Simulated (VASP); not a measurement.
# Be2CdS3 (Imm2) in VASP: single point with PBE

Aim: the single point of Be2CdS3 with PBE.

Everything below comes from runs of VASP 6.6.1. Logs are shortened: lines on timing, memory, paths and dates and some standing lists are left out, and cuts for length are marked.

## Step 1: The crystal as given

The structure is orthorhombic, space group Imm2 (No. 44). Conventional cell: a = 3.618 Å, b = 11.016 Å, c = 5.302 Å, α = 90.00°, β = 90.00°, γ = 90.00°. Be (site symmetry m) is surrounded by 4 S at 2.11 to 2.16 Å. Around Be (site symmetry m) lie 4 S at 2.11 to 2.16 Å. Cd (site symmetry mm2) is surrounded by 4 S at 2.53 to 2.54 Å. Around S (site symmetry m) lie 3 Be at 2.12 to 2.16 Å. S (site symmetry m) is surrounded by 3 Be at 2.12 to 2.16 Å. S (site symmetry mm2) has 2 Be at 2.11 Å as nearest neighbours.

The cell was built by a generator and needn't be a form met in nature.

## Step 2: Single point, PBE

Input file INCAR:

```
PREC     = Normal         # precision mode
ENCUT    = 520            # plane-wave cutoff, eV
EDIFF    = 1E-5           # SCF threshold, eV
ISMEAR   = 0              # smearing method
SIGMA    = 0.05           # smearing width, eV
LREAL    = Auto         
LASPH    = T              # aspherical terms in the spheres
NELM     = 80             # most SCF steps
ALGO     = Fast           # electronic algorithm
ISIF     = 2              # what is computed and relaxed
LWAVE    = F              # write WAVECAR
LCHARG   = F              # write CHGCAR
GGA      = PE             # functional
```

Input file KPOINTS:

```
Automatic mesh
0
Gamma
  6 6 6
```

Input file POSCAR:

```
Be2CdS3
1.0
   -3.6175400000     11.0160000000      5.3016800000
    1.8087700000     -5.5080000000      2.6508400000
    1.8087700000      5.5080000000     -2.6508400000
Be Cd S
4 2 6
Direct
    0.3368605000      0.0015500000      0.6721700000
    0.8368605000      0.0015500000      0.6721700000
    0.1646900000      0.0015500000      0.3278300000
    0.6646900000      0.0015500000      0.3278300000
    0.0046550000      0.0093100000      0.0000000000
    0.5046550000      0.0093100000      0.0000000000
    0.0457095000      0.2813990000      0.8100200000
    0.5457095000      0.2813990000      0.8100200000
    0.2356900000      0.2813990000      0.1899800000
    0.7356900000      0.2813990000      0.1899800000
    0.3374885000      0.1749770000      0.5000000000
    0.8374885000      0.1749770000      0.5000000000
```

Potentials or basis: VASP PAW PBE potentials, release 64 (Be, Cd, S).

On the command line:

```sh
> cat potpaw_PBE.64/Be/POTCAR potpaw_PBE.64/Cd/POTCAR potpaw_PBE.64/S/POTCAR > POTCAR
> mpirun -np 1 vasp_std > vasp.out
```

OUTCAR:

```text
PREC = Normal
   ENCUT = 520
   EDIFF = 1E-5
   ISMEAR = 0
   LREAL = Auto
   LASPH = T
   NELM = 80
   ISIF = 2
   GGA = PE

 ion  position               nearest neighbor table
   1  0.337  0.002  0.672-  11 2.11   8 2.12   9 2.16   9 2.16
   2  0.837  0.002  0.672-  12 2.11   7 2.12  10 2.16  10 2.16
   3  0.165  0.002  0.328-  11 2.11   9 2.12   7 2.16   7 2.16
   4  0.665  0.002  0.328-  12 2.11  10 2.12   8 2.16   8 2.16
   5  0.005  0.009  0.000-  12 2.53  12 2.53   7 2.54   9 2.54
   6  0.505  0.009  0.000-  11 2.53  11 2.53   8 2.54  10 2.54
   7  0.046  0.281  0.810-   2 2.12   3 2.16   3 2.16   5 2.54
   8  0.546  0.281  0.810-   1 2.12   4 2.16   4 2.16   6 2.54
   9  0.236  0.281  0.190-   3 2.12   1 2.16   1 2.16   5 2.54
  10  0.736  0.281  0.190-   4 2.12   2 2.16   2 2.16   6 2.54
  11  0.337  0.175  0.500-   3 2.11   1 2.11   6 2.53   6 2.53
  12  0.837  0.175  0.500-   4 2.11   2 2.11   5 2.53   5 2.53

  LATTYP: Found a base centered monoclinic cell.
 ALAT       =    12.2253861625
 B/A-ratio  =     0.2959039454
 C/A-ratio  =     0.8673231143
 COS(beta)  =    -0.4336615572

  Lattice vectors:

 A1 = (   1.8087700000,  -5.5080000000,   2.6508400000)
 A2 = (  -1.8087700000,  -5.5080000000,   2.6508400000)
 A3 = (   0.0000000000,   0.0000000000, -10.6033600000)

Analysis of symmetry for initial positions (statically):
=====================================================================
 Subroutine PRICEL returns following result:

  LATTYP: Found a body centered orthorhombic cell.
 ALAT       =     3.6175400000
 B/A-ratio  =     1.4655484114
 C/A-ratio  =     3.0451632878

  Lattice vectors:

 A1 = (  -1.8087700000,   5.5080000000,  -2.6508400000)
 A2 = (   1.8087700000,   5.5080000000,   2.6508400000)
 A3 = (   1.8087700000,  -5.5080000000,  -2.6508400000)

   2 primitive cells build up your supercell.

 Routine SETGRP: Setting up the symmetry group for a
 base centered monoclinic supercell.

 Subroutine GETGRP returns: Found  2 space group operations
 (whereof  2 operations were pure point group operations)
 out of a pool of  4 trial point group operations.

The static configuration has the point symmetry C_1h.

Analysis of symmetry for dynamics (positions and initial velocities):
=====================================================================
 Subroutine PRICEL returns following result:

  LATTYP: Found a body centered orthorhombic cell.
 ALAT       =     3.6175400000
[... 138 lines left out ...]
   NUPDOWN=      -1.0000    fix difference up-down
   EMIN   =  10.00;   EMAX   =-10.00  energy-range for DOS
   EFERMI =   0.00;   METHOD = LEGACY
   ISMEAR =     0;   SIGMA  =   0.05  broadening in eV -4-tet -1-fermi 0-gaus
   EFERMI_NEDOS =   21; number of points for ismear=-14 and -15
   IALGO  =     68    algorithm
   IMIX   =      4    mixing-type and parameters
     AMIX     =   0.40;   BMIX     =  1.00
     AMIX_MAG =   1.60;   BMIX_MAG =  1.00
  volume/ion in A,a.u.               =      17.61       118.81
  Fermi-wavevector in a.u.,A,eV,Ry     =   1.121917  2.120116 17.125634  1.258699
  Thomas-Fermi vector in A             =   2.258574
   LORBIT       =      0    0 simple, 1 ext, 2 COOP (PROOUT), +10 PAW based schemes
   GGA     = PE    functional components
   LHFCALC =     F    Hartree Fock is set to
   AEXX    =    0.0000 exact exchange contribution
   IVDW    =     0    specifies the selected vdW correction
   LEPSILON=     F    determine dielectric tensor
   LRPA    =     F    only Hartree local field effects (RPA)
 non-spin polarized calculation
 RMM-DIIS sequential band-by-band and
 Gauss-broadening in eV      SIGMA  =   0.05
  energy-cutoff  :      520.00
  volume of cell :      211.28
 maximum number of plane-waves:      5714
   NGX = 47   NGY = 23   NGZ = 23

 number of electron      67.9999991 magnetization

 Free energy of the ion-electron system (eV)
  ---------------------------------------------------
  ext. energy  EPLUGINS =         0.00000000
  ---------------------------------------------------
  free energy    TOTEN  =       -51.69296446 eV

  energy without entropy =      -51.69296446  energy(sigma->0) =      -51.69296446

 E-fermi :   3.4814     XC(G=0):  -9.5930

 val. band max:        3.2088106029   @ k =   0.0000   0.0000   0.0000
 cond. band min:       5.8758194836   @ k =   0.0000   0.0000   0.0000
 fundamental gap:      2.6670088807
 Fermi energy:         3.4813651072

 k-point     1 :       0.0000    0.0000    0.0000
  band No.  band energies     occupation
      1     -10.1763      2.00000
      2      -9.5761      2.00000
      3      -9.3201      2.00000
      4      -8.8257      2.00000
      5      -8.7187      2.00000
      6      -8.6865      2.00000
[... 1045 lines left out ...]
     40       8.4252      0.00000
     41       9.0119      0.00000

 [... further k-points ...]

------------------------ aborting loop because EDIFF is reached ----------------------------------------

  FORCE on cell =-STRESS in cart. coord.  units (eV):
  Direction    XX          YY          ZZ          XY          YZ          ZX
  --------------------------------------------------------------------------------------
  -------------------------------------------------------------------------------------
  Total       -0.0245818     -0.0645349     -0.0414139      0.0000000     -0.0001672      0.0000000
  in kB       -0.1864117     -0.4893892     -0.3140549      0.0000000     -0.0012679      0.0000000
  external PRESSURE =      -0.3299519 kB  Pullay stress =       0.0000000 kB

 VOLUME and BASIS-vectors are now :
 -----------------------------------------------------------------------------
  energy-cutoff  :      520.00
  volume of cell :      211.28
      direct lattice vectors                 reciprocal lattice vectors
    -3.617540000 11.016000000  5.301680000     0.000000000  0.045388526  0.094309728
     1.808770000 -5.508000000  2.650840000     0.276430945  0.000000000  0.188619456
     1.808770000  5.508000000 -2.650840000     0.276430945  0.090777052  0.000000000

 POSITION                                       TOTAL-FORCE (eV/Angst)
 -----------------------------------------------------------------------------------
     -0.00000      7.40463      0.00822        -0.000000     -0.004037      0.002144
     -1.80877     12.91263      2.65906        -0.000000     -0.004037      0.002144
      0.00000      3.61138      0.00822        -0.000000      0.003990      0.002152
     -1.80877      9.11938      2.65906        -0.000000      0.003990      0.002152
      0.00000      0.00000      0.04936         0.000000      0.000005     -0.003007
     -1.80877      5.50800      2.70020         0.000000      0.000005     -0.003007
      1.80877      3.41518     -1.15895        -0.000000     -0.005460      0.006567
     -0.00000      8.92318      1.49189        -0.000000     -0.005460      0.006567
     -0.00000      2.09283      1.49189        -0.000000      0.005463      0.006473
     -1.80877      7.60083      4.14273        -0.000000      0.005463      0.006473
      0.00000      5.50800      0.92767         0.000000      0.000040     -0.014329
     -1.80877     11.01600      3.57851         0.000000      0.000040     -0.014329
 -----------------------------------------------------------------------------------
    total drift:                                0.001993      0.000104     -0.026016

  FREE ENERGIE OF THE ION-ELECTRON SYSTEM (eV)
  ---------------------------------------------------
  free  energy   TOTEN  =       -51.6929644592 eV

  energy  without entropy=      -51.6929644592  energy(sigma->0) =      -51.69296446
```

OSZICAR:

```text
N       E                     dE             d eps       ncg     rms          rms(c)
DAV:   1     0.412957899617E+03    0.41296E+03   -0.31442E+04  5576   0.148E+03
DAV:   2    -0.193020471437E+02   -0.43226E+03   -0.41994E+03  6686   0.316E+02
DAV:   3    -0.535197931392E+02   -0.34218E+02   -0.34068E+02  6696   0.933E+01
DAV:   4    -0.542384717416E+02   -0.71868E+00   -0.71651E+00  6840   0.147E+01
DAV:   5    -0.542585128112E+02   -0.20041E-01   -0.20030E-01  6975   0.233E+00    0.151E+01
RMM:   6    -0.519630186722E+02    0.22955E+01   -0.42555E+00  5833   0.792E+00    0.120E+01
RMM:   7    -0.517093418065E+02    0.25368E+00   -0.37399E+00  6401   0.589E+00    0.411E+00
RMM:   8    -0.516995828083E+02    0.97590E-02   -0.28770E-01  6494   0.234E+00    0.160E+00
RMM:   9    -0.516927306354E+02    0.68522E-02   -0.91040E-02  6490   0.129E+00    0.809E-01
RMM:  10    -0.516927196649E+02    0.10970E-04   -0.15683E-02  6678   0.717E-01    0.150E-01
RMM:  11    -0.516929972156E+02   -0.27755E-03   -0.49389E-03  6417   0.312E-01    0.183E-01
RMM:  12    -0.516929456849E+02    0.51531E-04   -0.10605E-03  6727   0.165E-01    0.509E-02
RMM:  13    -0.516929545422E+02   -0.88573E-05   -0.34607E-04  6721   0.792E-02    0.386E-02
RMM:  14    -0.516929644592E+02   -0.99171E-05   -0.76342E-05  5931   0.473E-02
   1 F= -.51692964E+02 E0= -.51692964E+02  d E =-.428241E-16
```

It took 8.7 min on 1 thread of Intel Xeon Platinum 8259CL at 2.50GHz (Skylake/Cascade Lake), shared host; peak memory 0.51 GiB.

Results:

| Quantity | Value |
| --- | --- |
| Free energy | -51.6930 eV |
| Pressure | 0.0 GPa |
| Largest force | 0.014 eV/Å |
| Band gap on the k mesh | 2.67 eV |

Forces in eV/Å, atoms in the order of the input:
```
Be   0.000 -0.004  0.002
Be   0.000 -0.004  0.002
Be   0.000  0.004  0.002
Be   0.000  0.004  0.002
Cd   0.000  0.000 -0.003
Cd   0.000  0.000 -0.003
S    0.000 -0.005  0.007
S    0.000 -0.005  0.007
S    0.000  0.005  0.006
S    0.000  0.005  0.006
S    0.000  0.000 -0.014
S    0.000  0.000 -0.014
```

Levels at points of the mesh, in eV from the valence-band top:
```csv
k point,band 30,band 31,band 32,band 33,band 34,band 35,band 36,band 37,band 38,band 39
"(0.00, 0.00, 0.00)",-0.86,-0.48,-0.40,-0.22,0.00,2.67,3.41,3.88,4.41,4.61
"(0.50, 0.00, 0.00)",-1.53,-0.75,-0.75,-0.18,-0.18,3.33,3.33,4.10,4.10,4.96
"(0.00, 0.50, 0.00)",-2.21,-1.65,-1.59,-1.15,-1.00,2.85,3.52,3.75,5.15,5.18
"(0.50, 0.50, 0.00)",-1.92,-1.80,-1.80,-1.29,-1.29,3.73,3.73,3.93,3.93,4.45
"(0.00, 0.50, 0.50)",-1.08,-1.06,-0.86,-0.22,-0.01,2.68,3.41,4.01,4.41,4.61
"(0.50, 0.50, 0.50)",-1.34,-0.95,-0.95,-0.09,-0.09,3.10,3.10,3.97,3.97,4.57
```

A k mesh can miss the band edges. Expect the measured gap to be larger: semilocal functionals such as PBE lack the derivative discontinuity.
